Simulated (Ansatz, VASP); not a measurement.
**Two plane-wave programs on Si**

```xyz
2
Lattice="2.7989 0.0000 0.0000 -1.3994 2.4239 0.0000 0.0000 0.0000 4.2810" Properties=species:S:1:pos:R:3 pbc="T T T"
Si    0.0000    1.6159    1.0702
Si    1.3994    0.8080    3.2107
```

Change from the starting cell: strain +0.050 along x and y, -0.050 along z, atoms carried along.

Alike in both runs: task single point; functional LDA; k mesh 21 × 21 × 10; occupations gaussian, width 0.15 eV; no spin polarisation.

```csv
,VASP,Ansatz
version,VASP 6.6.1,Ansatz 0.2.0
potentials or method,"VASP PAW LDA potentials, release 64 (Si)","scalar-relativistic, plane waves, PAW"
plane-wave cutoff (eV),520,420
valence electrons in the cell,8,8
```

```csv
,VASP,Ansatz,Ansatz less VASP
gap on the k mesh at the Fermi level (eV),none,none,-
pressure (GPa),-3.8,-3.8,-0.05
largest component of the traceless stress (GPa),2.33,2.31,-0.018
```

A gap of «none» marks a metal or a gap that the smearing closes.
